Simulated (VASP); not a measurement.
Level of theory: PBE GGA, VASP's PBE PAW potentials (set 64) (plane waves; VASP).

VASP ran on this input.

INCAR:
```
! general
SYSTEM  = CoSi2
PREC    = Accurate
ENCUT   = 420   ! plane-wave cut-off (eV)
LREAL   = .FALSE.   ! projection in real space or not
LASPH   = .TRUE.   ! aspherical one-centre terms

! electronic loop
EDIFF   = 1E-09   ! SCF stop (eV)
NELM    = 100   ! most electronic steps
ALGO    = Normal   ! blocked Davidson
LMAXMIX = 4   ! l cut-off of mixed one-centre charges

! smearing
ISMEAR  = 0   ! Gaussian
SIGMA   = 0.272

! functional
GGA     = PE

! ions
IBRION  = 2
NSW     = 50   ! most ionic steps
ISIF    = 3   ! ions, shape and volume
EDIFFG  = -0.005   ! ionic stop

! output
LWAVE   = .FALSE.
LCHARG  = .FALSE.
```

### KPOINTS
```
kpoints
0
G
15 15 15
0 0 0
```

POSCAR:
```
CoSi2
1.0
  0.0000000000   2.6763430000   2.6763430000
  2.6763430000   0.0000000000   2.6763430000
  2.6763430000   2.6763430000   0.0000000000
Co Si
1 2
Cart
  0.0000000000   0.0000000000   0.0000000000
  4.0145145000   4.0145145000   4.0145145000
  1.3381715000   1.3381715000   1.3381715000
```

POTCAR, in this order: Co Si (PBE.64 set). Program: vasp_std.

The resulting files:

**OSZICAR**
```
       N       E                     dE             d eps       ncg     rms          rms(c)
DAV:   1     0.630097830341E+02    0.63010E+02   -0.62029E+03  2920   0.114E+03
DAV:   2    -0.169312085000E+02   -0.79941E+02   -0.74594E+02  2932   0.239E+02
DAV:   3    -0.206461538878E+02   -0.37149E+01   -0.35914E+01  3684   0.587E+01
DAV:   4    -0.207348964839E+02   -0.88743E-01   -0.88519E-01  3480   0.880E+00
DAV:   5    -0.207376388521E+02   -0.27424E-02   -0.27418E-02  3848   0.158E+00    0.145E+01
DAV:   6    -0.244212436546E+02   -0.36836E+01   -0.41180E+01  3688   0.137E+02    0.180E+01
DAV:   7    -0.193178100560E+02    0.51034E+01   -0.17316E+01  3756   0.108E+02    0.349E+00
DAV:   8    -0.193497171098E+02   -0.31907E-01   -0.11101E+00  3440   0.890E+00    0.192E+00
DAV:   9    -0.193138964271E+02    0.35821E-01   -0.10998E-01  3700   0.705E+00    0.451E-01
DAV:  10    -0.193139038934E+02   -0.74663E-05   -0.60274E-03  3584   0.882E-01    0.652E-02
DAV:  11    -0.193138779983E+02    0.25895E-04   -0.32893E-04  4292   0.313E-01    0.395E-02
DAV:  12    -0.193139018695E+02   -0.23871E-04   -0.49509E-05  3060   0.667E-02    0.252E-02
DAV:  13    -0.193139018955E+02   -0.26019E-07   -0.29861E-06  3960   0.150E-02    0.446E-03
DAV:  14    -0.193139020773E+02   -0.18180E-06   -0.54267E-07  3604   0.951E-03    0.298E-03
DAV:  15    -0.193139021872E+02   -0.10993E-06   -0.13689E-07  4532   0.641E-03    0.742E-04
DAV:  16    -0.193139022482E+02   -0.60955E-07   -0.19425E-08  4528   0.176E-03    0.269E-04
DAV:  17    -0.193139022376E+02    0.10617E-07   -0.34990E-10  1932   0.187E-04    0.117E-04
DAV:  18    -0.193139022333E+02    0.42808E-08   -0.49963E-11  1776   0.974E-05    0.153E-05
DAV:  19    -0.193139022354E+02   -0.21155E-08   -0.18024E-11  1688   0.542E-05    0.196E-05
DAV:  20    -0.193139022346E+02    0.78307E-09   -0.68790E-12  1688   0.382E-05
   1 F= -.19313902E+02 E0= -.19294658E+02  d E =-.193139E+02
       N       E                     dE             d eps       ncg     rms          rms(c)
DAV:   1    -0.193218387838E+02   -0.79365E-02   -0.89966E-02  3188   0.609E+00    0.836E-01
DAV:   2    -0.193478505631E+02   -0.26012E-01   -0.25687E-01  3892   0.111E+01    0.153E+00
DAV:   3    -0.193140081054E+02    0.33842E-01   -0.13197E-01  3812   0.796E+00    0.152E-01
DAV:   4    -0.193138855784E+02    0.12253E-03   -0.22315E-03  2972   0.423E-01    0.550E-02
DAV:   5    -0.193138563642E+02    0.29214E-04   -0.11571E-04  4280   0.205E-01    0.166E-02
DAV:   6    -0.193138549761E+02    0.13882E-05   -0.88240E-06  4200   0.317E-02    0.367E-03
DAV:   7    -0.193138550223E+02   -0.46215E-07   -0.40911E-07  3456   0.104E-02    0.219E-03
DAV:   8    -0.193138552903E+02   -0.26805E-06   -0.13163E-07  4432   0.668E-03    0.142E-03
DAV:   9    -0.193138552123E+02    0.78054E-07   -0.20083E-08  4056   0.150E-03    0.955E-05
DAV:  10    -0.193138552081E+02    0.42294E-08   -0.87973E-10  1788   0.312E-04    0.404E-05
DAV:  11    -0.193138551990E+02    0.90286E-08   -0.10601E-10  1648   0.133E-04    0.200E-05
DAV:  12    -0.193138551996E+02   -0.61505E-09   -0.20229E-11  1616   0.561E-05
   2 F= -.19313855E+02 E0= -.19294438E+02  d E =0.470350E-04
       N       E                     dE             d eps       ncg     rms          rms(c)
DAV:   1    -0.193163438180E+02   -0.24886E-02   -0.25554E-02  3216   0.324E+00    0.447E-01
DAV:   2    -0.193236871166E+02   -0.73433E-02   -0.72073E-02  3808   0.588E+00    0.808E-01
DAV:   3    -0.193141261590E+02    0.95610E-02   -0.37506E-02  3820   0.433E+00    0.780E-02
DAV:   4    -0.193140969393E+02    0.29220E-04   -0.66877E-04  2968   0.216E-01    0.307E-02
DAV:   5    -0.193140869089E+02    0.10030E-04   -0.33669E-05  4152   0.113E-01    0.102E-02
DAV:   6    -0.193140865400E+02    0.36891E-06   -0.32190E-06  4392   0.202E-02    0.247E-03
DAV:   7    -0.193140864999E+02    0.40107E-07   -0.12237E-07  3356   0.485E-03    0.118E-03
DAV:   8    -0.193140863694E+02    0.13048E-06   -0.46954E-08  4492   0.386E-03    0.880E-04
DAV:   9    -0.193140863805E+02   -0.11104E-07   -0.91127E-09  4132   0.122E-03    0.415E-05
DAV:  10    -0.193140863839E+02   -0.34167E-08   -0.38182E-10  1620   0.184E-04    0.228E-05
DAV:  11    -0.193140863869E+02   -0.30000E-08   -0.34882E-11  1588   0.112E-04    0.152E-05
DAV:  12    -0.193140863873E+02   -0.37289E-09   -0.12206E-11  1544   0.352E-05
   3 F= -.19314086E+02 E0= -.19294762E+02  d E =-.184153E-03
```

**OUTCAR**
```
------------------------ aborting loop because EDIFF is reached ----------------------------------------
  FORCE on cell =-STRESS in cart. coord.  units (eV):
  Direction    XX          YY          ZZ          XY          YZ          ZX
  --------------------------------------------------------------------------------------
  Total        0.0034930      0.0034930      0.0034930     -0.0000000      0.0000000     -0.0000000
  in kB        0.1455450      0.1455450      0.1455450     -0.0000000      0.0000000     -0.0000000
  external PRESSURE =       0.1455450 kB  Pullay stress =       0.0000000 kB
  volume of cell :       38.45
      direct lattice vectors                 reciprocal lattice vectors
     0.000000000  2.678927497  2.678927497    -0.186641856  0.186641856  0.186641856
     2.678927497  0.000000000  2.678927497     0.186641856 -0.186641856  0.186641856
     2.678927497  2.678927497  0.000000000     0.186641856  0.186641856 -0.186641856
 POSITION                                       TOTAL-FORCE (eV/Angst)
 -----------------------------------------------------------------------------------
      0.00000      0.00000      0.00000        -0.000000      0.000000     -0.000000
      4.01839      4.01839      4.01839        -0.000000     -0.000000     -0.000000
      1.33946      1.33946      1.33946         0.000000      0.000000      0.000000
 -----------------------------------------------------------------------------------
    total drift:                               -0.000000     -0.000000      0.000000
  FREE ENERGIE OF THE ION-ELECTRON SYSTEM (eV)
  ---------------------------------------------------
  free  energy   TOTEN  =       -19.3140863873 eV

  energy  without entropy=      -19.2754381292  energy(sigma->0) =      -19.29476226

 reached required accuracy - stopping structural energy minimisation
```
(Selected blocks of OUTCAR.)

File CONTCAR:
```
CoSi2
   1.00000000000000
     0.0000000000000000    2.6789274972717450    2.6789274972717450
     2.6789274972717450    0.0000000000000000    2.6789274972717450
     2.6789274972717450    2.6789274972717450    0.0000000000000000
  Co              Si
     1     2
Direct
     0.0000000000000000    0.0000000000000000    0.0000000000000000
     0.7500000000000000    0.7500000000000000    0.7500000000000000
     0.2500000000000000    0.2500000000000000    0.2500000000000000
```

The structure comes from a computed database's CoSi2 entry; how it stands against other phases isn't given here. This run relaxes it. Symmetry was kept, so distortions that lower it aren't found. The run is one of a series of settings (EDIFF = 1E-09, EDIFFG = -0.005, ENCUT = 420, IBRION = 2, ISIF = 3, NSW = 50, KPOINTS 15×15×15 Γ-centred mesh against the base run), some of them coarse on purpose. The run is not spin-polarised, so no magnetic state was tried. The electron count is odd and the run is not spin-polarised, which forces a metal.
